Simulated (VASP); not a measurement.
```
CELL_PARAMETERS angstrom
      3.81246     0.00000     0.00000
     -1.90623     3.30169     0.00000
      0.00000     0.00000    17.09974
ATOMIC_POSITIONS crystal
  Sn 0.02214 0.02053 0.50149
  Se 0.32562 0.64690 0.59017
  Se 0.65224 0.33258 0.40834
```

Computed with PBEsol GGA, VASP's PBE PAW potentials (set 64) (plane waves; VASP). Numerical set-up: 300 eV cut-off, 5×5×1 Γ-centred mesh, Gaussian smearing of 0.27 eV, potentials Sn_d Se.

The cell holds a wide vacuum, so values per volume refer to the whole cell.

**Question.** Estimate the energy per atom (σ→0), largest force.

**Answer.** 
The energy per atom (σ→0) is -4268 meV/atom. The largest force comes out as 1.076 eV/Å.

The absolute energy has meaning only against runs of the same code, potentials and settings.

The cell is a sheet with vacuum, built from a generated structure.
